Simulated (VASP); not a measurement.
All values below come from PBEsol GGA, VASP's PBE PAW potentials (set 64) (plane waves; VASP 6.6.1).

VASP ran on this input.

**INCAR**
```
SYSTEM = P
PREC = Accurate; ENCUT = 400; LREAL = .FALSE.
LASPH = .TRUE.
EDIFF = 1E-6; NELM = 100; ALGO = Normal
ISMEAR = 1; SIGMA = 0.1
GGA = PS
IBRION = 2; NSW = 60; ISIF = 3
EDIFFG = -0.01
LWAVE = .FALSE.; LCHARG = .FALSE.
```

POSCAR:
```
P
1.0
  1.7171557581   0.9913997520   2.9521747996
 -1.7171557581   0.9913997520   2.9521747996
  0.0000000000  -1.9828005727   2.9521747971
P
2
direct
  0.2332785904   0.2332785904   0.2332785907
  0.7667214096   0.7667214096   0.7667214093
```

KPOINTS:
```
kpoints
0
gamma
  12 12 12
0 0 0
```

POTCAR, in this order: P (PBE.64 set). Program: vasp_std.

Output

OUTCAR:
```
 ion  position               nearest neighbor table
   1  0.233  0.233  0.233-   2 2.31   2 2.31   2 2.31   2 2.66   2 2.66   2 2.66
   2  0.767  0.767  0.767-   1 2.31   1 2.31   1 2.31   1 2.66   1 2.66   1 2.66
  LATTYP: Found a trigonal (rhomboedric) cell.
 ALAT       =     3.5562386609
 COS(alpha) =     0.5336976773
 Subroutine PRICEL returns:
 Original cell was already a primitive cell.
 Subroutine GETGRP returns: Found 12 space group operations
The static configuration has the point symmetry D_3d.
The dynamic configuration has the point symmetry D_3d.
 Subroutine INISYM returns: Found 12 space group operations
 Subroutine IBZKPT returns following result:
 Found    189 irreducible k-points:

 Following reciprocal coordinates:
            Coordinates               Weight
  0.000000  0.000000  0.000000      1.000000
  0.083333  0.000000  0.000000      6.000000
  0.166667 -0.000000 -0.000000      6.000000
  0.250000  0.000000 -0.000000      6.000000
  0.333333  0.000000  0.000000      6.000000
  0.416667  0.000000 -0.000000      6.000000
  0.500000  0.000000 -0.000000      3.000000
  0.083333  0.083333  0.000000      6.000000
...
```

**OSZICAR**
```
       N       E                     dE             d eps       ncg     rms          rms(c)
DAV:   1     0.170314163510E+02    0.17031E+02   -0.41083E+03  3410   0.785E+02
DAV:   2    -0.108502866745E+02   -0.27882E+02   -0.27074E+02  5174   0.115E+02
DAV:   3    -0.116242234474E+02   -0.77394E+00   -0.77069E+00  4176   0.205E+01
DAV:   4    -0.116289825093E+02   -0.47591E-02   -0.47528E-02  4991   0.174E+00
DAV:   5    -0.116289976518E+02   -0.15142E-04   -0.15137E-04  4310   0.726E-02    0.689E+00
DAV:   6    -0.116015315638E+02    0.27466E-01   -0.78854E-03  4071   0.630E-01    0.408E+00
DAV:   7    -0.115868462445E+02    0.14685E-01   -0.15218E-02  3754   0.939E-01    0.874E-02
DAV:   8    -0.115868582764E+02   -0.12032E-04   -0.12069E-03  4149   0.297E-01    0.634E-02
DAV:   9    -0.115868659092E+02   -0.76328E-05   -0.38719E-05  4321   0.543E-02    0.406E-02
DAV:  10    -0.115868699841E+02   -0.40749E-05   -0.43279E-06  4077   0.179E-02    0.694E-03
DAV:  11    -0.115868700434E+02   -0.59338E-07   -0.35578E-07  1951   0.503E-03
   1 F= -.11586870E+02 E0= -.11587020E+02  d E =-.115869E+02
       N       E                     dE             d eps       ncg     rms          rms(c)
DAV:   1    -0.115872591289E+02   -0.38914E-03   -0.99352E-03  3825   0.656E-01    0.658E-02
DAV:   2    -0.115871900936E+02    0.69035E-04   -0.33804E-04  4559   0.148E-01    0.371E-02
DAV:   3    -0.115871557788E+02    0.34315E-04   -0.88968E-05  4319   0.586E-02    0.910E-03
DAV:   4    -0.115871551521E+02    0.62673E-06   -0.27806E-06  3960   0.145E-02
   2 F= -.11587155E+02 E0= -.11587276E+02  d E =-.285109E-03
       N       E                     dE             d eps       ncg     rms          rms(c)
DAV:   1    -0.115871693589E+02   -0.13580E-04   -0.47308E-04  3822   0.143E-01    0.139E-02
DAV:   2    -0.115871658987E+02    0.34602E-05   -0.15885E-05  4582   0.319E-02    0.756E-03
DAV:   3    -0.115871642326E+02    0.16662E-05   -0.43868E-06  3943   0.131E-02    0.217E-03
DAV:   4    -0.115871641285E+02    0.10406E-06   -0.15007E-07  1812   0.346E-03
   3 F= -.11587164E+02 E0= -.11587280E+02  d E =-.294085E-03
```

**OUTCAR**
```
------------------------ aborting loop because EDIFF is reached ----------------------------------------
  FORCE on cell =-STRESS in cart. coord.  units (eV):
  Direction    XX          YY          ZZ          XY          YZ          ZX
  --------------------------------------------------------------------------------------
  Total       -0.0129203     -0.0129203     -0.0096351      0.0000000      0.0000000      0.0000000
  in kB       -0.6845353     -0.6845350     -0.5104786      0.0000000      0.0000001      0.0000000
  external PRESSURE =      -0.6265163 kB  Pullay stress =       0.0000000 kB
  volume of cell :       30.24
      direct lattice vectors                 reciprocal lattice vectors
     1.720928239  0.993577793  2.947627893     0.290540877  0.167743893  0.113085303
    -1.720928239  0.993577793  2.947627893    -0.290540877  0.167743893  0.113085303
    -0.000000000 -1.987156656  2.947627890     0.000000000 -0.335487786  0.113085242
 POSITION                                       TOTAL-FORCE (eV/Angst)
 -----------------------------------------------------------------------------------
     -0.00000     -0.00000      2.06050         0.000000      0.000000     -0.008945
     -0.00000     -0.00000      6.78239        -0.000000     -0.000000      0.008945
 -----------------------------------------------------------------------------------
    total drift:                               -0.000000     -0.000000      0.000000
  FREE ENERGIE OF THE ION-ELECTRON SYSTEM (eV)
  ---------------------------------------------------
  free  energy   TOTEN  =       -11.5871641285 eV

  energy  without entropy=      -11.5875105079  energy(sigma->0) =      -11.58727959

 reached required accuracy - stopping structural energy minimisation
```
(Selected blocks of OUTCAR.)

CONTCAR:
```
P
   1.00000000000000
     1.7209282392224046    0.9935777932409079    2.9476278934046318
    -1.7209282392224046    0.9935777932409079    2.9476278934046318
    -0.0000000000000000   -1.9871566558673257    2.9476278903502302
  P
     2
Direct
     0.2330117596727491    0.2330117596727491    0.2330117599728010
     0.7669882403272509    0.7669882403272509    0.7669882400271990
```

The structure was generated: P was put into the A7 type (R-3m), which need not be its known phase. This run relaxes it. Symmetry was kept, so distortions that lower it aren't found. The start is the result of an earlier pass.
